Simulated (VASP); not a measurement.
## YSb3: single point with PBE

The system is YSb3.

```
Y Sb
1.0
     4.76035    0.00000    0.00000
     0.00000    4.76035    0.00000
     0.00000    0.00000    4.76035
Y Sb
1 3
Direct
  0.99912 0.00753 0.99194
  0.01418 0.48327 0.49866
  0.50752 0.00734 0.52013
  0.47894 0.50389 0.98710
```

The cell was built by a generator and needn't be a form met in nature.

* Program: VASP 6.6.1
* Task: single point
* Functional: PBE
* Potentials or basis: VASP PAW PBE potentials, release 64 (Y_sv, Sb)
* Cutoff: 520 eV
* k mesh: 3 × 3 × 3
* Occupations: fermi-dirac, width 0.1 eV
* Spin: no spin polarisation
* Dipole correction: no
* Further INCAR settings: ALGO = Fast; EDIFF = 1e-07; NBANDS = 21

The pressure is 1.4 GPa. The largest force is 0.622 eV/Å and the band gap on the k mesh is none (metal or under the smearing width).

Forces in eV/Å, atoms in the order of the input:
```
Y   -0.154 -0.154  0.219
Sb  -0.368  0.340 -0.221
Sb   0.109 -0.297 -0.450
Sb   0.413  0.111  0.452
```

Stress tensor (GPa, compression positive):
```
 1.40  0.06  0.02
 0.06  1.41 -0.08
 0.02 -0.08  1.44
```

Levels at points of the mesh, in eV from the Fermi level:
```
           k point  band 9  band 10  band 11  band 12  band 13  band 14  band 15  band 16  band 17  band 18
(0.00, 0.00, 0.00)   -4.22    -4.19    -0.08    -0.03     0.02     0.50     0.71     0.74     0.89     0.91
```

Run time: 67 s on 1 thread of Intel(R) Xeon(R) Platinum 8375C CPU @ 2.90GHz (Ice Lake), with other jobs on the host, peak memory 0.22 GiB.

Caveat: the k mesh is coarse (spacing up to 0.44 Å⁻¹), so the values aren't converged. Spin-orbit coupling is left out, which matters for the levels of Sb.
